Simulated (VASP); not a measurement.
# Pt2SeS (P6/mmm) in VASP: further runs

One crystal, Pt2SeS, is run at these levels: PBE, RPBE; tasks: relaxation of cell and atoms, relaxation of the atoms.

Program: VASP 6.6.1. These are calculated values, not measurements. Logs are shortened: lines on timing, memory, paths and dates and some standing lists are left out, and cuts for length are marked.

**1. The crystal as given**

It takes space group P6/mmm (No. 191, hexagonal). Conventional cell: a = 4.366 Å, b = 4.366 Å, c = 5.021 Å, α = 90.00°, β = 90.00°, γ = 120.00°. Pt (site symmetry -6m2) is surrounded by 3 Pt at 2.52 Å and 3 Se at 2.52 Å. Se (site symmetry 6/mmm) is surrounded by 2 S at 2.51 Å and 6 Pt at 2.52 Å. Around S (site symmetry 6/mmm) lie 2 Se at 2.51 Å.

The cell was built by a generator and needn't be a form met in nature.

**2. Relaxation of cell and atoms, PBE**

File INCAR:

```
SYSTEM = Pt2SeS
PREC = Accurate
ENCUT = 600
EDIFF = 1E-7
ISMEAR = 0
SIGMA = 0.05
LREAL = .False.
LASPH = .True.
NELM = 80
ALGO = Fast
ISIF = 3
LWAVE = .False.
LCHARG = .False.
GGA = PE
IBRION = 2
NSW = 60
EDIFFG = -0.02
```

File KPOINTS:

```
Automatic mesh
0
Gamma
  7 7 6
  0 0 0
```

File POSCAR:

```
Pt2SeS
1.0
    4.3664598500      0.0000000000      0.0000000000
   -2.1832299200      3.7814651500      0.0000000000
    0.0000000000      0.0000000000      5.0205766600
Pt Se S
2 1 1
Direct
    0.3333333300      0.6666666700      0.5000000000
    0.6666666700      0.3333333300      0.5000000000
    0.0000000000      0.0000000000      0.5000000000
    0.0000000000      0.0000000000      0.0000000000
```

Potentials or basis: VASP PAW PBE potentials, release 64 (Pt, Se, S).

Command:

```sh
$ cat potpaw_PBE.64/Pt/POTCAR potpaw_PBE.64/Se/POTCAR potpaw_PBE.64/S/POTCAR > POTCAR
$ mpirun -np 1 vasp_std > vasp.out
```

OUTCAR:

```text
SYSTEM = Pt2SeS
   PREC = Accurate
   ENCUT = 600
   EDIFF = 1E-7
   ISMEAR = 0
   LREAL = .False.
   LASPH = .True.
   NELM = 80
   ISIF = 3
   GGA = PE
   IBRION = 2
   NSW = 60
   EDIFFG = -0.02

 ion  position               nearest neighbor table
   1  0.333  0.667  0.500-   2 2.52   3 2.52   2 2.52   3 2.52   3 2.52   2 2.52
   2  0.667  0.333  0.500-   1 2.52   3 2.52   1 2.52   3 2.52   3 2.52   1 2.52
   3  0.000  0.000  0.500-   4 2.51   4 2.51   1 2.52   2 2.52   1 2.52   2 2.52   2 2.52   1 2.52

   4  0.000  0.000  0.000-   3 2.51   3 2.51

  LATTYP: Found a hexagonal cell.
 ALAT       =     4.3664598500
 C/A-ratio  =     1.1498048379

  Lattice vectors:

 A1 = (   4.3664598500,   0.0000000000,   0.0000000000)
 A2 = (  -2.1832299200,   3.7814651500,   0.0000000000)
 A3 = (   0.0000000000,   0.0000000000,   5.0205766600)

Analysis of symmetry for initial positions (statically):
=====================================================================
 Subroutine PRICEL returns:
 Original cell was already a primitive cell.

 Routine SETGRP: Setting up the symmetry group for a
 hexagonal supercell.

 Subroutine GETGRP returns: Found 24 space group operations
 (whereof 24 operations were pure point group operations)
 out of a pool of 24 trial point group operations.

The static configuration has the point symmetry D_6h.

Analysis of symmetry for dynamics (positions and initial velocities):
=====================================================================
 Subroutine PRICEL returns:
 Original cell was already a primitive cell.

 Routine SETGRP: Setting up the symmetry group for a
 hexagonal supercell.

 Subroutine GETGRP returns: Found 24 space group operations
 (whereof 24 operations were pure point group operations)
 out of a pool of 24 trial point group operations.

The dynamic configuration has the point symmetry D_6h.

 Subroutine INISYM returns: Found 24 space group operations
 (whereof 24 operations are pure point group operations),
 and found     1 'primitive' translations

----------------------------------------------------------------------------------------

                                     Primitive cell

  volume of cell :      82.8978

  direct lattice vectors                    reciprocal lattice vectors
     4.366459850  0.000000000  0.000000000     0.229018480  0.132223881  0.000000000
    -2.183229920  3.781465150  0.000000000     0.000000000  0.264447763  0.000000000
     0.000000000  0.000000000  5.020576660     0.000000000  0.000000000  0.199180307

  length of vectors
     4.366459850  4.366459843  5.020576660     0.264447763  0.264447763  0.199180307
[... 46 lines left out ...]
  0.142857  0.142857  0.000000      6.000000
  0.285714  0.142857  0.000000     12.000000
[... 16 lines left out ...]
  0.428571  0.142857  0.333333     12.000000
  0.285714  0.285714  0.333333     12.000000
 [... further k-points ...]
   k-points           NKPTS =     32   k-points in BZ     NKDIM =     32   number of bands    NBANDS=     20
   number of dos      NEDOS =    301   number of ions     NIONS =      4
   total plane-waves  NPLWV =  51840
   dimension x,y,z NGX =    36 NGY =   36 NGZ =   40
   dimension x,y,z NGXF=    72 NGYF=   72 NGZF=   80
   ions per type =               2   1   1
   NGX,Y,Z   is equivalent  to a cutoff of  13.71, 13.71, 13.25 a.u.
   NGXF,Y,Z  is equivalent  to a cutoff of  27.41, 27.41, 26.49 a.u.
 SYSTEM =  Pt2SeS
   PREC   = accura    normal or accurate (medium, high low for compatibility)
   ISTART =      0    job   : 0-new  1-cont  2-samecut
   ICHARG =      2    charge: 1-file 2-atom 10-const
   ISPIN  =      1    spin polarized calculation?
   LNONCOLLINEAR =      F non collinear calculations
   LSORBIT =      F    spin-orbit coupling
   LASPH  =      T    aspherical Exc in radial PAW
   ENCUT  =  600.0 eV  44.10 Ry    6.64 a.u.   8.72  8.72 10.03*2*pi/ulx,y,z
   NELM   =     80;   NELMIN=  2; NELMDL= -5     # of ELM steps
   EDIFF  = 0.1E-06   stopping-criterion for ELM
   LREAL  =      F    real-space projection
   EDIFFG = -.2E-01   stopping-criterion for IOM
   NSW    =     60    number of steps for IOM
   IBRION =      2    ionic relax: 0-MD 1-quasi-New 2-CG
   NFREE  =      1    steps in history (QN), initial steepest desc. (CG)
   ISIF   =      3    stress and relaxation
   ISYM   =      2    0-nonsym 1-usesym 2-fastsym
   POTIM  = 0.5000    time-step for ionic-motion
   TEBEG  =    0.0;   TEEND  =   0.0 temperature during run
   PSTRESS=    0.0 pullay stress
   NELECT =      32.0000    total number of electrons
   NUPDOWN=      -1.0000    fix difference up-down
   EMIN   =  10.00;   EMAX   =-10.00  energy-range for DOS
   EFERMI =   0.00;   METHOD = LEGACY
   ISMEAR =     0;   SIGMA  =   0.05  broadening in eV -4-tet -1-fermi 0-gaus
   EFERMI_NEDOS =   21; number of points for ismear=-14 and -15
   IALGO  =     68    algorithm
   IMIX   =      4    mixing-type and parameters
     AMIX     =   0.40;   BMIX     =  1.00
     AMIX_MAG =   1.60;   BMIX_MAG =  1.00
  volume/ion in A,a.u.               =      20.72       139.86
  Fermi-wavevector in a.u.,A,eV,Ry     =   1.192002  2.252558 19.332103  1.420870
  Thomas-Fermi vector in A             =   2.328051
   LORBIT       =      0    0 simple, 1 ext, 2 COOP (PROOUT), +10 PAW based schemes
   GGA     = PE    functional components
   LHFCALC =     F    Hartree Fock is set to
   AEXX    =    0.0000 exact exchange contribution
   IVDW    =     0    specifies the selected vdW correction
   LEPSILON=     F    determine dielectric tensor
   LRPA    =     F    only Hartree local field effects (RPA)
 conjugate gradient relaxation of ions
 non-spin polarized calculation
 RMM-DIIS sequential band-by-band and
 Gauss-broadening in eV      SIGMA  =   0.05
  energy-cutoff  :      600.00
  volume of cell :       82.90
 maximum number of plane-waves:      2788
 NGX is ok and might be reduce to    36
   NGX = 17   NGY = 17   NGZ = 21

--------------------------------------- Ionic step        1  -------------------------------------------

 number of electron      32.0000000 magnetization

 Free energy of the ion-electron system (eV)
  ---------------------------------------------------
  ext. energy  EPLUGINS =         0.00000000
  ---------------------------------------------------
  free energy    TOTEN  =       -15.87939113 eV

  energy without entropy =      -15.86989751  energy(sigma->0) =      -15.87464432

 E-fermi :   5.3517     XC(G=0): -10.3868

 val. band max:        5.3444123806   @ k =   0.2857   0.0000   0.5000
 cond. band min:       5.3578472810   @ k =   0.1429   0.0000   0.5000
 fundamental gap:      0.0134349003
 Fermi energy:         5.3516836410
[... 1340 lines left out ...]
--------------------------------------- Ionic step        7  -------------------------------------------

 number of electron      32.0000000 magnetization

 Free energy of the ion-electron system (eV)
  ---------------------------------------------------
  ext. energy  EPLUGINS =         0.00000000
  ---------------------------------------------------
  free energy    TOTEN  =       -16.40315081 eV

  energy without entropy =      -16.39199824  energy(sigma->0) =      -16.39757453

 E-fermi :   4.3444     XC(G=0):  -9.9923

 val. band max:        4.3414682107   @ k =   0.4286  -0.0000   0.0000
 cond. band min:       4.3473077328   @ k =   0.2857   0.0000   0.0000
 fundamental gap:      0.0058395221
 Fermi energy:         4.3444077409
[... 583 lines left out ...]
  FREE ENERGIE OF THE ION-ELECTRON SYSTEM (eV)
  ---------------------------------------------------
  free  energy   TOTEN  =       -16.4031508066 eV

  energy  without entropy=      -16.3919982437  energy(sigma->0) =      -16.39757453

 reached required accuracy - stopping structural energy minimisation
```

Run time: 5.7 min. Hardware: 1 thread of Intel Xeon Platinum 8488C (Sapphire Rapids), shared host; peak memory 0.27 GiB.

What came out:

```
Free energy                            : -16.4032 eV
Relaxed volume                         : 22.61 Å³/atom
Relaxed cell                           : a = 4.594 Å, b = 4.594 Å, c = 4.948 Å, α = 90.00°, β = 90.00°, γ = 120.00°
Space group after relaxing (to 0.05 Å) : P6/mmm (No. 191)
Energy gained by relaxing              : 130.9 meV/atom
Ionic steps                            : 7
Pressure after relaxing                : 0.1 GPa
Band gap on the k mesh                 : none (metal or under the smearing width)
```

Step by step:
```
step  energy change (eV)  largest force (eV/Å)  pressure (GPa)  volume (Å³)
   1              0.0000                0.0000           14.28        82.90
   2              0.2420                0.0000          -10.02       106.56
   3             -0.5147                0.0000           -1.20        92.27
   4             -0.5162                0.0000           -0.72        91.84
   5             -0.5163                0.0000           -0.52        91.65
   6             -0.5232                0.0000           -0.10        90.77
   7             -0.5238                0.0000            0.08        90.44
```

Final structure:
```
Pt Se S
1.0
     4.59400    0.00000    0.00000
    -2.29700    3.97852    0.00000
     0.00000    0.00000    4.94794
Pt Se S
2 1 1
Direct
  0.33333 0.66667 0.50000
  0.66667 0.33333 0.50000
  0.00000 0.00000 0.50000
  0.00000 0.00000 0.00000
```

Spin-orbit coupling is left out, which matters for the levels of Pt.

**3. Relaxation of the atoms, RPBE**

File INCAR:

```
SYSTEM = Pt2SeS
PREC = Accurate
ENCUT = 520
EDIFF = 1E-7
ISMEAR = 0
SIGMA = 0.05
LREAL = .FALSE.
LASPH = .TRUE.
NELM = 100
ALGO = Fast
ISIF = 2
LWAVE = .FALSE.
LCHARG = .FALSE.
GGA = RP
IBRION = 2
NSW = 40
EDIFFG = -0.005
```

File KPOINTS:

```
Automatic mesh
0
G
  7 7 6
  0 0 0
```

POSCAR is that of step 2.

Potentials or basis: VASP PAW PBE potentials, release 64 (Pt, Se, S).

Command:

```sh
$ cat potpaw_PBE.64/Pt/POTCAR potpaw_PBE.64/Se/POTCAR potpaw_PBE.64/S/POTCAR > POTCAR
$ mpirun -np 1 vasp_std > vasp.out
```

It took 55 s on 1 thread of Intel Xeon Platinum 8488C (Sapphire Rapids), shared host; peak memory 0.23 GiB.

Results (log left out):

- Free energy: -13.9572 eV
- Pressure after relaxing: 16.7 GPa
- Band gap on the k mesh: none (metal or under the smearing width)

Stress tensor (GPa, compression positive):
```
24.17  0.00  0.00
 0.00 24.17  0.00
 0.00  0.00  1.76
```

Final structure:
```xyz
4
Lattice="4.3665 0.0000 0.0000 -2.1832 3.7815 0.0000 0.0000 0.0000 5.0206" Properties=species:S:1:pos:R:3 pbc="T T T"
Pt    0.0000    2.5210    2.5103
Pt    2.1832    1.2605    2.5103
Se    0.0000    0.0000    2.5103
S     0.0000    0.0000    0.0000
```

Levels at points of the mesh, in eV from the Fermi level:
```tsv
k point	band 12	band 13	band 14	band 15	band 16	band 17	band 18	band 19	band 20
(0.00, 0.00, 0.00)	-1.28	-1.28	-0.71	-0.50	-0.50	3.64	3.64	4.47	4.77
(0.00, 0.00, 0.50)	-1.90	-1.55	-0.62	-0.02	0.05	0.05	3.30	3.30	3.34
```

Caveat: the relaxation stopped at its first step, so nothing moved; the PAW data sets were made with another functional, which shifts forces and pressure a little.

**4. For comparison**

An earlier run on the cell as given: functional PBE; potentials or basis VASP PAW PBE potentials, release 64 (Pt, Se, S); cutoff 520 eV; k mesh 7 × 7 × 6; occupations fermi-dirac, width 0.05 eV; no spin polarisation.

- Pressure: 14.3 GPa
- Band gap on the k mesh: none (metal or under the smearing width)

**5. Overview**

| task | level | cell | cutoff (eV) | smearing | gap on the mesh (eV) | pressure (GPa) |
| --- | --- | --- | --- | --- | --- | --- |
| relaxation of cell and atoms | PBE | relaxed | 600 | gaussian 0.05 eV | none | 0.1 |
| relaxation of the atoms | RPBE | atoms relaxed | 520 | gaussian 0.05 eV | none | 16.7 |
| single point | PBE | as given | 520 | fermi-dirac 0.05 eV | none | 14.3 |

Alike in all rows: potentials or basis VASP PAW PBE potentials, release 64 (Pt, Se, S); no spin polarisation; k mesh 7 × 7 × 6.

Caveats: the relaxation stopped at its first step, so nothing moved (some runs); the PAW data sets were made with another functional, which shifts forces and pressure a little (some runs).

Total energies depend on the potentials used, so only differences within one code and one set of settings carry meaning.
